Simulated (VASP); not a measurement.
Output of a VASP run:

**OSZICAR**
```
       N       E                     dE             d eps       ncg     rms          rms(c)
DAV:   1     0.471540473858E+03    0.47154E+03   -0.29079E+04  1904   0.112E+03
DAV:   2    -0.510314733801E+02   -0.52257E+03   -0.51227E+03  1780   0.370E+02
DAV:   3    -0.747036989139E+02   -0.23672E+02   -0.22584E+02  2136   0.657E+01
DAV:   4    -0.755313035873E+02   -0.82760E+00   -0.80639E+00  2024   0.102E+01
DAV:   5    -0.755617291616E+02   -0.30426E-01   -0.30326E-01  2115   0.165E+00    0.295E+01
DAV:   6    -0.722111871650E+02    0.33505E+01   -0.32532E+01  2052   0.286E+01    0.138E+01
DAV:   7    -0.712973875361E+02    0.91380E+00   -0.31616E+01  2039   0.172E+01    0.990E+00
DAV:   8    -0.697048201885E+02    0.15926E+01   -0.87708E+00  2076   0.116E+01    0.129E+00
DAV:   9    -0.697451370297E+02   -0.40317E-01   -0.53542E-01  2022   0.293E+00    0.789E-01
DAV:  10    -0.697396892023E+02    0.54478E-02   -0.37025E-02  2094   0.116E+00    0.410E-01
DAV:  11    -0.697377543420E+02    0.19349E-02   -0.98665E-03  1911   0.520E-01    0.155E-01
DAV:  12    -0.697375783109E+02    0.17603E-03   -0.13693E-03  2005   0.222E-01    0.579E-02
DAV:  13    -0.697375929629E+02   -0.14652E-04   -0.15401E-04  2137   0.660E-02    0.377E-02
DAV:  14    -0.697375906167E+02    0.23462E-05   -0.34113E-05  1947   0.380E-02    0.919E-03
DAV:  15    -0.697375906295E+02   -0.12793E-07   -0.32697E-06  1533   0.808E-03
   1 F= -.69737591E+02 E0= -.69711928E+02  d E =-.513251E-01
```

**OUTCAR**
```
------------------------ aborting loop because EDIFF is reached ----------------------------------------
  FORCE on cell =-STRESS in cart. coord.  units (eV):
  Direction    XX          YY          ZZ          XY          YZ          ZX
  --------------------------------------------------------------------------------------
  Total      -17.6925653    -18.7391613    -13.9702024      0.0000000      0.0000000      0.0000000
  in kB     -179.9958108   -190.6433847   -142.1262468      0.0000000      0.0000000      0.0000000
  external PRESSURE =    -170.9218141 kB  Pullay stress =       0.0000000 kB
  volume of cell :      157.48
      direct lattice vectors                 reciprocal lattice vectors
     3.391614000  0.000000000  0.000000000     0.294844873  0.000000000  0.000000000
     0.000000000  4.796466000  0.000000000     0.000000000  0.208486832  0.000000000
     0.000000000  0.000000000  9.680799000     0.000000000  0.000000000  0.103297259
 POSITION                                       TOTAL-FORCE (eV/Angst)
 -----------------------------------------------------------------------------------
      0.00000      3.59735      2.50000         0.000000      0.000000      0.847237
      1.69581      1.19912      2.50000        -0.000000      0.000000      0.847237
      0.00000      1.19912      4.84040         0.000000      0.000000     -0.000000
      1.69581      3.59735      4.84040         0.000000      0.000000     -0.000000
      0.00000      3.59735      7.18080         0.000000     -0.000000     -0.847237
      1.69581      1.19912      7.18080        -0.000000      0.000000     -0.847237
 -----------------------------------------------------------------------------------
    total drift:                               -0.000000     -0.000000     -0.000000
  FREE ENERGIE OF THE ION-ELECTRON SYSTEM (eV)
  ---------------------------------------------------
  free  energy   TOTEN  =       -69.7375906295 eV

  energy  without entropy=      -69.6862655238  energy(sigma->0) =      -69.71192808
```
(Selected blocks of OUTCAR.)

File POSCAR:
```
Ta
1
    3.3916140000     0.0000000000     0.0000000000
    0.0000000000     4.7964660000     0.0000000000
    0.0000000000     0.0000000000     9.6807990000
Ta
6
Direct
  0.0000000000   0.7500000000   0.2582430000
  0.5000000000   0.2500000000   0.2582430000
  0.0000000000   0.2500000000   0.5000000000
  0.5000000000   0.7500000000   0.5000000000
  0.0000000000   0.7500000000   0.7417570000
  0.5000000000   0.2500000000   0.7417570000
```

### Question
Write an INCAR and KPOINTS that could have produced this output.

### Answer
Several could match; the one computed here: the input of the run itself, PBEsol GGA, plane waves, VASP's PBE PAW potentials (set 64).

### KPOINTS
```
kpoints
0
gamma
  8 6 1
0 0 0
```

**INCAR**
```
SYSTEM = Ta
PREC = Accurate
ENCUT = 300
EDIFF = 1E-6
NELM = 100
ALGO = Normal
LREAL = .FALSE.
LASPH = .TRUE.
ISMEAR = 0
SIGMA = 0.1
GGA = PS
LMAXMIX = 6
LWAVE = .FALSE.
LCHARG = .FALSE.
ISIF = 2
LDIPOL = .TRUE.
IDIPOL = 3
DIPOL = 0.5 0.5 0.5
```

POTCAR, in this order: Ta_pv (PBE.64 set). Program: vasp_std.

At this cut-off the stress carries a Pulay error, which pulls relaxed volumes low. The cell holds a wide vacuum, so values per volume refer to the whole cell.

The cell is a sheet with vacuum, built from a database entry that may be metastable or hypothetical.
